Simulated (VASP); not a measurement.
Consider the following.

```yaml
crystal:
  lattice:
    - [4.11936, 0.00000, 0.00000]
    - [-2.05968, 3.56747, 0.00000]
    - [0.00000, 0.00000, 2.47586]
  atoms:
    - { symbol: Co, position: [0.00000, 0.00000, 0.00000] }
    - { symbol: Si, position: [0.33333, 0.66667, 0.50000] }
    - { symbol: Si, position: [0.66667, 0.33333, 0.50000] }
```

Computed with PBEsol GGA with spin-orbit coupling, VASP's PBE PAW potentials (set 64) (plane waves; VASP). Run with 400 eV cut-off, 8×8×11 Γ-centred mesh, Gaussian smearing of 0.050 eV, potentials Co Si.

Task: Estimate the energy per atom (σ→0), band gap (over mesh and band path) with the smallest direct gap where there is one.

Result: 
```
Item                                                                   Value
----------------------------------  ----------------------------------------
band gap (over mesh and band path)  none (metal, semimetal or under 0.01 eV)
energy per atom (σ→0)                                         -6.189 eV/atom
```

The structure was generated: CoSi2 was put into the AlB2 type (P6/mmm), which need not be its known phase. It was relaxed first, which changed the volume by -51 %.
